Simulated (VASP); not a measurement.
Wanted: the native input for a VASP 6.6.1 run.

```yaml
Task: single point
Functional: PBEsol
Potentials_or_basis: VASP PAW PBE potentials, release 64 (Nb_sv, Tl_d)
Cutoff: 520 eV
k_mesh: 5 × 5 × 5
Occupations: fermi-dirac, width 0.05 eV
Spin: no spin polarisation
Dipole_correction: no
Further_INCAR_settings: ALGO = Fast; EDIFF = 1e-07; NBANDS = 62
```

The structure of Nb3Tl lies in POSCAR:

```
Nb3Tl
1.0
    5.2970000000      0.0000000000      0.0000000000
    0.0000000000      5.2970000000      0.0000000000
    0.0000000000      0.0000000000      5.2970000000
Nb Tl
6 2
Direct
    0.2500000000      0.0000000000      0.5000000000
    0.5000000000      0.7500000000      0.0000000000
    0.7500000000      0.0000000000      0.5000000000
    0.5000000000      0.2500000000      0.0000000000
    0.0000000000      0.5000000000      0.7500000000
    0.0000000000      0.5000000000      0.2500000000
    0.0000000000      0.0000000000      0.0000000000
    0.5000000000      0.5000000000      0.5000000000
```

One way to write it, as run:

INCAR

```
SYSTEM = Nb3Tl
PREC = Accurate ; ENCUT = 520
EDIFF = 1E-7 ; ISMEAR = -1
SIGMA = 0.05 ; LREAL = .False.
LASPH = .True. ; NELM = 100
ALGO = Fast ; ISIF = 2
LWAVE = .False. ; LCHARG = .True.
GGA = PS ; LELF = .True.
LVHAR = .True. ; NBANDS = 62
```

KPOINTS

```
regular mesh
0
Gamma
  5 5 5
  0 0 0
```

Potentials or basis: VASP PAW PBE potentials, release 64 (Nb_sv, Tl_d).

Launch:

```console
$ cat potpaw_PBE.64/Nb_sv/POTCAR potpaw_PBE.64/Tl_d/POTCAR > POTCAR
$ mpirun -np 1 vasp_std > vasp.out
```

It gave:

```json
{
  "Pressure": "-1.7 GPa",
  "Band gap on the k mesh": "none (metal or under the smearing width)"
}
```

Caveat: the PAW data sets were made with another functional, which shifts forces and pressure a little.

It took 5.8 min on 1 thread of AMD EPYC 7R13 Processor (Zen 3), on a shared host, peak memory 0.24 GiB.
